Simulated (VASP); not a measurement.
# Shielding tensors and field gradients of BaTiO3, part 2 of 5

Wanted: the shieldings and field gradients at the nuclei of BaTiO3. The cell has space group P4mm. The start is a cell from a database of measured crystal structures.

VASP 6.6.1, plane waves and PAW; the level of theory is named at each step.

So far. Step 2 (Ground state): The cell has a gap of 1.93 eV on this mesh and a pressure of +4.2 GPa, which holds the misfit of the given cell and coordinates with this functional, and any error of cutoff, mesh and data sets. Spin-orbit coupling is left out, which can shift or reorder these edges. Forces of up to 0.28 eV/Å remain in these settings.

The database entry behind the starting cell differs from later determinations by our own check (c/a about 0.6 % short), so it need not match the best structure at ambient conditions.

## Step 3: Shielding tensors

This step: chemical shifts by linear response (GIPAW), PBE, no spin polarisation; plane waves and PAW (Ba_sv, Ti_sv, O) (VASP 6.6.1).

LCHIMAG computes the induced currents by linear response. It needs tightly converged orbitals and a cutoff well above the default; LEFG adds the field gradients at no cost.

INCAR reads:

```
SYSTEM = BaTiO3
PREC = Accurate
ENCUT = 560
EDIFF = 1E-09
NELM = 100
ISMEAR = 0
SIGMA = 0.01
LREAL = .FALSE.
ALGO = Normal
GGA = PE
NBANDS = 26
LWAVE = .FALSE.
LCHARG = .FALSE.
KPAR = 2
LCHIMAG = .TRUE.
LEFG = .TRUE.
DQ = 0.001
ICHIBARE = 1
LNMR_SYM_RED = .TRUE.
```

POSCAR reads:

```
BaTiO3
1.0
    3.9998000000      0.0000000000      0.0000000000
    0.0000000000      3.9998000000      0.0000000000
    0.0000000000      0.0000000000      4.0180000000
Ba Ti O
1 1 3
Direct
    0.0000000000      0.0000000000      0.0000000000
    0.5000000000      0.5000000000      0.4900000000
    0.0000000000      0.5000000000      0.5170000000
    0.5000000000      0.0000000000      0.5170000000
    0.5000000000      0.5000000000      0.0190000000
```

KPOINTS reads:

```
Automatic mesh
0
Gamma
10 10 10
0 0 0
```

The projector-augmented-wave data sets are Ba_sv, Ti_sv and O (PBE family, release 64).

Command:

```console
> mpirun -np 2 vasp_std
```

Output:

```text
[... set-up lines as in an earlier step ...]
 entering main loop
       N       E                     dE             d eps       ncg     rms          rms(c)
DAV:   1     0.465182395076E+03    0.46518E+03   -0.22125E+04  6552   0.176E+03
DAV:   2     0.122393098695E+00   -0.46506E+03   -0.44959E+03  7772   0.469E+02
DAV:   3    -0.486281713076E+02   -0.48751E+02   -0.48215E+02  9290   0.145E+02
DAV:   4    -0.508189806607E+02   -0.21908E+01   -0.21875E+01  9660   0.277E+01
DAV:   5    -0.508925737990E+02   -0.73593E-01   -0.73575E-01  9012   0.379E+00    0.231E+01
DAV:   6    -0.401456961457E+02    0.10747E+02   -0.66111E+01  9678   0.720E+01    0.993E+00
DAV:   7    -0.401414907084E+02    0.42054E-02   -0.11311E+01  8720   0.244E+01    0.661E+00
DAV:   8    -0.399684996070E+02    0.17299E+00   -0.82403E-01  8476   0.824E+00    0.317E+00
DAV:   9    -0.399994219773E+02   -0.30922E-01   -0.29507E-01  9144   0.435E+00    0.126E+00
DAV:  10    -0.399851669363E+02    0.14255E-01   -0.83298E-02  8298   0.311E+00    0.453E-01
DAV:  11    -0.399836797741E+02    0.14872E-02   -0.74775E-03  9468   0.683E-01    0.109E-01
DAV:  12    -0.399836165533E+02    0.63221E-04   -0.53836E-04  8168   0.163E-01    0.394E-02
DAV:  13    -0.399835896084E+02    0.26945E-04   -0.18465E-04  7976   0.141E-01    0.167E-02
DAV:  14    -0.399835885861E+02    0.10223E-05   -0.44344E-05 10112   0.514E-02    0.736E-03
DAV:  15    -0.399835899321E+02   -0.13460E-05   -0.11400E-05  9442   0.300E-02    0.107E-02
DAV:  16    -0.399835887408E+02    0.11913E-05   -0.57052E-06  9136   0.244E-02    0.324E-03
DAV:  17    -0.399835887638E+02   -0.23012E-07   -0.10828E-06  8528   0.108E-02    0.160E-03
DAV:  18    -0.399835887276E+02    0.36236E-07   -0.10127E-07  7928   0.335E-03    0.590E-04
DAV:  19    -0.399835887294E+02   -0.18431E-08   -0.34662E-08 10428   0.162E-03    0.155E-04
DAV:  20    -0.399835887263E+02    0.31191E-08   -0.23327E-09  6004   0.461E-04    0.939E-05
DAV:  21    -0.399835887268E+02   -0.49340E-09   -0.30544E-10  4112   0.157E-04
ion   1
     0.0000000     0.0000000    -0.0000000     0.0008489     0.0000000    -0.0000000
     0.0000600     0.0000000    -0.0000000     0.0008489     0.0000000    -0.0000000
     0.0000826     0.0000000    -0.0000000     0.0008489     0.0000000    -0.0000000
     0.0001137     0.0000000    -0.0000000     0.0008489     0.0000000    -0.0000000
     0.0001566     0.0000000    -0.0000000     0.0008489     0.0000000    -0.0000000

     0.0000000     0.0000000    -0.0000000     1.9566945     0.0000000    -0.0000000
     0.0000600     0.0000000    -0.0000000     1.9562018     0.0000000    -0.0000000
     0.0000826     0.0000000    -0.0000000     1.9559526     0.0000000    -0.0000000
     0.0001137     0.0000000    -0.0000000     1.9555639     0.0000000    -0.0000000
     0.0001566     0.0000000    -0.0000000     1.9549604     0.0000000    -0.0000000

ion   2
     0.0000000    -0.0000000    -0.0000000     0.7699100     0.0000000    -0.0000000
     0.0000422    -0.0000000    -0.0000000     0.7699100     0.0000000    -0.0000000
     0.0000581    -0.0000000    -0.0000000     0.7699100     0.0000000    -0.0000000
     0.0000800    -0.0000000    -0.0000000     0.7699100     0.0000000    -0.0000000
     0.0001102    -0.0000000    -0.0000000     0.7699100     0.0000000    -0.0000000

     0.0000000    -0.0000000    -0.0000000     0.7337102     0.0000000    -0.0000000
     0.0000422    -0.0000000    -0.0000000     0.7337292     0.0000000    -0.0000000
     0.0000581    -0.0000000    -0.0000000     0.7337411     0.0000000    -0.0000000
     0.0000800    -0.0000000    -0.0000000     0.7337612     0.0000000    -0.0000000
     0.0001102    -0.0000000    -0.0000000     0.7337947     0.0000000    -0.0000000

ion   3
     0.0000000     0.0000000    -0.0000000     2.4321337    -0.0000000    -3.9935212
     0.0000293     0.0000000    -0.0000000     2.4321337    -0.0000000    -3.9935211
     0.0000403     0.0000000    -0.0000000     2.4321337    -0.0000000    -3.9935211
     0.0000555     0.0000000    -0.0000000     2.4321336    -0.0000000    -3.9935210
     0.0000765     0.0000000    -0.0000000     2.4321336    -0.0000000    -3.9935209

     0.0000000     0.0000000    -0.0000000     9.2539182    -0.0000000   -15.5470452
     0.0000293     0.0000000    -0.0000000     9.2539156    -0.0000000   -15.5470408
     0.0000403     0.0000000    -0.0000000     9.2539139    -0.0000000   -15.5470379
     0.0000555     0.0000000    -0.0000000     9.2539109    -0.0000000   -15.5470329
     0.0000765     0.0000000    -0.0000000     9.2539059    -0.0000000   -15.5470245

ion   4
     0.0000000    -0.0000000    -0.0000000     2.4321337     0.0000000     3.9935212
     0.0000293    -0.0000000    -0.0000000     2.4321337     0.0000000     3.9935211
     0.0000403    -0.0000000    -0.0000000     2.4321337     0.0000000     3.9935211
     0.0000555    -0.0000000    -0.0000000     2.4321336     0.0000000     3.9935210
     0.0000765    -0.0000000    -0.0000000     2.4321336     0.0000000     3.9935209

     0.0000000    -0.0000000    -0.0000000     9.2539182     0.0000000    15.5470452
     0.0000293    -0.0000000    -0.0000000     9.2539156     0.0000000    15.5470408
     0.0000403    -0.0000000    -0.0000000     9.2539139     0.0000000    15.5470379
     0.0000555    -0.0000000    -0.0000000     9.2539109     0.0000000    15.5470329
     0.0000765    -0.0000000    -0.0000000     9.2539059     0.0000000    15.5470245

ion   5
     0.0000000     0.0000000     0.0000000    -2.5655760     0.0000000     0.0000000
     0.0000293     0.0000000     0.0000000    -2.5655759     0.0000000     0.0000000
     0.0000403     0.0000000     0.0000000    -2.5655759     0.0000000     0.0000000
     0.0000555     0.0000000     0.0000000    -2.5655759     0.0000000     0.0000000
     0.0000765     0.0000000     0.0000000    -2.5655758     0.0000000     0.0000000

     0.0000000     0.0000000     0.0000000   -11.9398692     0.0000000     0.0000000
     0.0000293     0.0000000     0.0000000   -11.9398657     0.0000000     0.0000000
     0.0000403     0.0000000     0.0000000   -11.9398633     0.0000000     0.0000000
     0.0000555     0.0000000     0.0000000   -11.9398592     0.0000000     0.0000000
     0.0000765     0.0000000     0.0000000   -11.9398524     0.0000000     0.0000000

   1 F= -.39983589E+02 E0= -.39983589E+02  d E =-.383191E-15
DAV:   1    -0.402552017909E+03   -0.40255E+03    0.00000E+00     0   0.000E+00
DAV:   2    -0.402552017909E+03    0.00000E+00    0.00000E+00     0   0.000E+00
BDIR= 1  IDIR= 2  IQ= -1
DAV:   1    -0.805073156258E+03   -0.80507E+03   -0.41543E-02  8422   0.183E+00
[...]
RMM:  10    -0.149348804870E+03   -0.41159E-07   -0.11899E-07  9055   0.709E-04
RMM:  11    -0.149348804875E+03   -0.50661E-08   -0.14704E-08  7063   0.234E-04
RMM:  12    -0.149348804875E+03   -0.57264E-09   -0.15754E-09  5834   0.102E-04
BDIR= 3  IDIR= 1  IQ=  0
DAV:   1    -0.805104087723E+03   -0.80510E+03   -0.12180E-10  3938   0.118E-04
DAV:   2    -0.805104087723E+03   -0.46271E-10   -0.34316E-11  3900   0.436E-05
       N       E                     dE             d eps       ncg     rms
RMM:   1    -0.138385710517E+03   -0.13839E+03   -0.68355E+02  8943   0.208E+02
RMM:   2    -0.148416686317E+03   -0.10031E+02   -0.33011E+01 11861   0.208E+01
RMM:   3    -0.149200439163E+03   -0.78375E+00   -0.14012E+00 12169   0.501E+00
RMM:   4    -0.149251404177E+03   -0.50965E-01   -0.14338E-01 12499   0.121E+00
RMM:   5    -0.149255190058E+03   -0.37859E-02   -0.82553E-03 12223   0.294E-01
RMM:   6    -0.149255511446E+03   -0.32139E-03   -0.89900E-04 12662   0.866E-02
RMM:   7    -0.149255545373E+03   -0.33926E-04   -0.80784E-05 12032   0.242E-02
RMM:   8    -0.149255548900E+03   -0.35269E-05   -0.10584E-05 11665   0.754E-03
RMM:   9    -0.149255549292E+03   -0.39268E-06   -0.99337E-07 10823   0.218E-03
RMM:  10    -0.149255549333E+03   -0.40364E-07   -0.11578E-07  9015   0.704E-04
RMM:  11    -0.149255549338E+03   -0.51052E-08   -0.15205E-08  7007   0.234E-04
RMM:  12    -0.149255549338E+03   -0.57432E-09   -0.15426E-09  5784   0.102E-04
BDIR= 3  IDIR= 1  IQ=  1
DAV:   1    -0.805157459878E+03   -0.80516E+03   -0.37028E-02  8178   0.187E+00
DAV:   2    -0.805157777007E+03   -0.31713E-03   -0.31713E-03  7772   0.283E-01
DAV:   3    -0.805157784072E+03   -0.70651E-05   -0.70650E-05  8970   0.405E-02
DAV:   4    -0.805157784209E+03   -0.13653E-06   -0.13659E-06  8130   0.552E-03
DAV:   5    -0.805157784212E+03   -0.37592E-08   -0.37055E-08  9068   0.793E-04
DAV:   6    -0.805157784212E+03   -0.92086E-11   -0.36070E-10  4818   0.940E-05
       N       E                     dE             d eps       ncg     rms
RMM:   1    -0.138322459118E+03   -0.13832E+03   -0.68314E+02  8941   0.208E+02
RMM:   2    -0.148326715960E+03   -0.10004E+02   -0.32889E+01 11863   0.208E+01
RMM:   3    -0.149107603809E+03   -0.78089E+00   -0.13947E+00 12169   0.500E+00
RMM:   4    -0.149158348063E+03   -0.50744E-01   -0.14270E-01 12507   0.121E+00
RMM:   5    -0.149162107545E+03   -0.37595E-02   -0.81959E-03 12265   0.294E-01
RMM:   6    -0.149162425006E+03   -0.31746E-03   -0.88584E-04 12687   0.862E-02
RMM:   7    -0.149162458551E+03   -0.33545E-04   -0.80244E-05 12109   0.241E-02
RMM:   8    -0.149162462052E+03   -0.35006E-05   -0.10687E-05 11727   0.753E-03
RMM:   9    -0.149162462433E+03   -0.38165E-06   -0.93841E-07 10884   0.216E-03
RMM:  10    -0.149162462472E+03   -0.38622E-07   -0.11135E-07  9015   0.696E-04
RMM:  11    -0.149162462477E+03   -0.48011E-08   -0.14105E-08  7035   0.231E-04
RMM:  12    -0.149162462477E+03   -0.54962E-09   -0.15128E-09  5822   0.102E-04
BDIR= 3  IDIR= 2  IQ= -1
DAV:   1    -0.805073156258E+03   -0.80507E+03   -0.41543E-02  8422   0.183E+00
DAV:   2    -0.805073468101E+03   -0.31184E-03   -0.31184E-03  8010   0.282E-01
DAV:   3    -0.805073475767E+03   -0.76654E-05   -0.76654E-05  8984   0.395E-02
DAV:   4    -0.805073476009E+03   -0.24196E-06   -0.24195E-06  8558   0.602E-03
DAV:   5    -0.805073476013E+03   -0.42244E-08   -0.42177E-08  8518   0.831E-04
DAV:   6    -0.805073476013E+03   -0.26375E-10   -0.83901E-10  5518   0.106E-04
       N       E                     dE             d eps       ncg     rms
RMM:   1    -0.122383613660E+03   -0.12238E+03   -0.62154E+02  9079   0.203E+02
RMM:   2    -0.129936528842E+03   -0.75529E+01   -0.28537E+01 11833   0.187E+01
RMM:   3    -0.130531357014E+03   -0.59483E+00   -0.11200E+00 12214   0.448E+00
RMM:   4    -0.130569424747E+03   -0.38068E-01   -0.10833E-01 12507   0.107E+00
RMM:   5    -0.130572277974E+03   -0.28532E-02   -0.62288E-03 12457   0.278E-01
RMM:   6    -0.130572525280E+03   -0.24731E-03   -0.77497E-04 12679   0.811E-02
RMM:   7    -0.130572547850E+03   -0.22571E-04   -0.53732E-05 12451   0.221E-02
RMM:   8    -0.130572549880E+03   -0.20296E-05   -0.65643E-06 12367   0.678E-03
RMM:   9    -0.130572550110E+03   -0.22974E-06   -0.64520E-07 11452   0.198E-03
RMM:  10    -0.130572550137E+03   -0.27531E-07   -0.90587E-08  9473   0.672E-04
RMM:  11    -0.130572550141E+03   -0.36775E-08   -0.11882E-08  7030   0.227E-04
RMM:  12    -0.130572550141E+03   -0.49209E-09   -0.15010E-09  5904   0.104E-04
BDIR= 3  IDIR= 2  IQ=  0
DAV:   1    -0.805104087723E+03   -0.80510E+03   -0.12184E-10  3938   0.118E-04
DAV:   2    -0.805104087723E+03    0.62641E-10   -0.34306E-11  3900   0.436E-05
       N       E                     dE             d eps       ncg     rms
RMM:   1    -0.122406432516E+03   -0.12241E+03   -0.62162E+02  9076   0.203E+02
RMM:   2    -0.129964940408E+03   -0.75585E+01   -0.28549E+01 11835   0.187E+01
RMM:   3    -0.130560019677E+03   -0.59508E+00   -0.11182E+00 12211   0.448E+00
RMM:   4    -0.130598108935E+03   -0.38089E-01   -0.10881E-01 12499   0.107E+00
RMM:   5    -0.130600953170E+03   -0.28442E-02   -0.61991E-03 12419   0.277E-01
RMM:   6    -0.130601198549E+03   -0.24538E-03   -0.76961E-04 12651   0.808E-02
RMM:   7    -0.130601220860E+03   -0.22311E-04   -0.52867E-05 12379   0.219E-02
RMM:   8    -0.130601222875E+03   -0.20145E-05   -0.65169E-06 12243   0.675E-03
RMM:   9    -0.130601223105E+03   -0.22984E-06   -0.64634E-07 11356   0.198E-03
RMM:  10    -0.130601223132E+03   -0.27385E-07   -0.89711E-08  9361   0.669E-04
RMM:  11    -0.130601223136E+03   -0.36297E-08   -0.11690E-08  6990   0.227E-04
RMM:  12    -0.130601223136E+03   -0.48817E-09   -0.14876E-09  5868   0.104E-04
BDIR= 3  IDIR= 2  IQ=  1
DAV:   1    -0.805135080501E+03   -0.80514E+03   -0.41474E-02  8378   0.183E+00
DAV:   2    -0.805135396620E+03   -0.31612E-03   -0.31612E-03  7994   0.283E-01
DAV:   3    -0.805135404655E+03   -0.80350E-05   -0.80350E-05  8978   0.405E-02
DAV:   4    -0.805135404917E+03   -0.26220E-06   -0.26218E-06  8564   0.616E-03
DAV:   5    -0.805135404921E+03   -0.43299E-08   -0.43580E-08  8558   0.844E-04
DAV:   6    -0.805135404921E+03   -0.62073E-10   -0.83603E-10  5500   0.105E-04
       N       E                     dE             d eps       ncg     rms
RMM:   1    -0.122428091645E+03   -0.12243E+03   -0.62170E+02  9073   0.203E+02
RMM:   2    -0.129992222993E+03   -0.75641E+01   -0.28565E+01 11835   0.187E+01
RMM:   3    -0.130587584244E+03   -0.59536E+00   -0.11181E+00 12211   0.449E+00
RMM:   4    -0.130625657750E+03   -0.38074E-01   -0.10870E-01 12507   0.107E+00
RMM:   5    -0.130628493841E+03   -0.28361E-02   -0.61805E-03 12459   0.278E-01
RMM:   6    -0.130628739316E+03   -0.24548E-03   -0.76844E-04 12679   0.808E-02
RMM:   7    -0.130628761652E+03   -0.22336E-04   -0.52890E-05 12455   0.220E-02
RMM:   8    -0.130628763667E+03   -0.20149E-05   -0.64800E-06 12366   0.676E-03
RMM:   9    -0.130628763896E+03   -0.22926E-06   -0.64584E-07 11465   0.198E-03
RMM:  10    -0.130628763923E+03   -0.27099E-07   -0.88498E-08  9437   0.668E-04
RMM:  11    -0.130628763927E+03   -0.35959E-08   -0.11563E-08  7017   0.226E-04
RMM:  12    -0.130628763927E+03   -0.48055E-09   -0.14646E-09  5906   0.103E-04
       N       E                     dE             d eps       ncg     rms
RLQ:   1    -0.798052923613E+01   -0.79805E+01   -0.67424E+01  9811   0.476E+01
RLQ:   2    -0.864581883823E+01   -0.66529E+00   -0.16173E+00 11305   0.382E+00
RLQ:   3    -0.869173362820E+01   -0.45915E-01   -0.74795E-02 11346   0.699E-01
RLQ:   4    -0.869362343391E+01   -0.18898E-02   -0.40097E-03 11836   0.180E-01
RLQ:   5    -0.869379540816E+01   -0.17197E-03   -0.41162E-04 11540   0.466E-02
RLQ:   6    -0.869380897663E+01   -0.13568E-04   -0.31058E-05 10905   0.127E-02
RLQ:   7    -0.869381016588E+01   -0.11893E-05   -0.30051E-06  9896   0.340E-03
RLQ:   8    -0.869381027273E+01   -0.10685E-06   -0.24127E-07  9012   0.982E-04
RLQ:   9    -0.869381028128E+01   -0.85497E-08   -0.23421E-08  7399   0.282E-04
RLQ:  10    -0.869381028206E+01   -0.77807E-09   -0.14613E-09  5393   0.105E-04
```

Wall time 33 min (2 MPI ranks of Intel Xeon Platinum 8488C (Sapphire Rapids), shared host); peak memory 2.5 GiB.

(Continued in part 3 of 5.)

[Lines on the potential files, build, host, timing and source positions are cut from VASP's logs without a mark.]

[Logs are printed without paths, hosts, clocks, repeated set-up lines and the standing remarks that a program may print on its own settings, such as how far it seeks lower states.]

[Hosts, paths, dates, database ids (printed as entryN), source tags and the programs' standing remarks are cut or masked in the printed files.]
